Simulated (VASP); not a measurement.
# LiHgS: relaxation of cell and atoms with PBE

Crystal: LiHgS.

```
Li Hg S
1.0
     3.49639    0.00000    0.00000
     0.00000    3.49639    0.00000
     0.00000    0.00000    6.23433
Li Hg S
1 1 1
Cartesian
  1.7482 1.7482 3.1172
  0.0000 0.0000 0.0000
  0.0000 0.0000 3.1172
```

The cell was built by a generator and needn't be a form met in nature.

| Property | Result |
| --- | --- |
| Program | VASP 6.6.1 |
| Task | relaxation of cell and atoms |
| Functional | PBE |
| Potentials or basis | VASP PAW PBE potentials, release 64 (Li_sv, Hg, S) |
| Cutoff | 600 eV |
| k mesh | 8 × 8 × 5 |
| Occupations | gaussian, width 0.05 eV |
| Spin | no spin polarisation |
| Further INCAR settings | ALGO = Normal; EDIFF = 1e-07; IBRION = 2; EDIFFG = -0.02; NSW = 40; ISIF = 3 |

- Relaxed volume: 23.07 Å³/atom
- Relaxed cell: a = 3.624 Å, b = 3.624 Å, c = 5.268 Å, α = 90.00°, β = 90.00°, γ = 90.00°
- Space group after relaxing (to 0.05 Å): P4/mmm (No. 123)
- Energy gained by relaxing: 145.8 meV/atom
- Ionic steps: 10
- Pressure after relaxing: 0.0 GPa
- Band gap on the k mesh: none (metal or under the smearing width)

Stress tensor (GPa, compression positive):
```
 0.08  0.00  0.00
 0.00  0.08  0.00
 0.00  0.00 -0.13
```

The path:
```
step  energy change (eV)  largest force (eV/Å)  pressure (GPa)  volume (Å³)
   1              0.0000                0.0000           -2.19        76.21
   2             -0.1431                0.0000           -1.67        72.40
   3             -0.3745                0.0000            0.71        65.41
   4              1.2722                0.0000           26.21        51.76
   5             -0.3845                0.0000            1.21        64.67
   6             -0.3884                0.0000            1.88        63.80
   7             -0.4192                0.0000            1.71        65.51
   8             -0.4191                0.0000            1.70        65.57
   9             -0.4375                0.0000           -0.03        69.31
  10             -0.4375                0.0000            0.01        69.20
```

Final structure:
```xyz
3
Lattice="3.6243 0.0000 0.0000 0.0000 3.6243 0.0000 0.0000 0.0000 5.2684" Properties=species:S:1:pos:R:3 pbc="T T T"
Li    1.8121    1.8121    2.6342
Hg    0.0000    0.0000    0.0000
S     0.0000    0.0000    2.6342
```

Levels at points of the mesh, in eV from the Fermi level:
| k point | band 7 | band 8 | band 9 | band 10 | band 11 | band 12 | band 13 | band 14 |
| --- | --- | --- | --- | --- | --- | --- | --- | --- |
| (0.00, 0.00, 0.00) | -6.17 | -3.65 | -3.52 | -0.85 | -0.85 | 5.52 | 6.20 | 7.01 |
| (0.50, 0.00, 0.00) | -5.91 | -3.44 | -2.85 | -1.99 | -0.31 | 1.62 | 4.84 | 6.17 |
| (0.50, 0.50, 0.00) | -5.83 | -3.13 | -3.13 | -2.37 | -0.34 | 3.32 | 3.32 | 4.34 |

Run time: 4.7 min on 1 thread of Intel(R) Xeon(R) Platinum 8259CL CPU @ 2.50GHz (Skylake/Cascade Lake), on a shared host, peak memory 0.25 GiB.

Caveat: the cutoff is under 1.25 times the usual one of these potentials, so pressure, stress and relaxed cells hold a basis-set (Pulay) error. The run has no spin-orbit coupling, so splittings on Hg are missing.
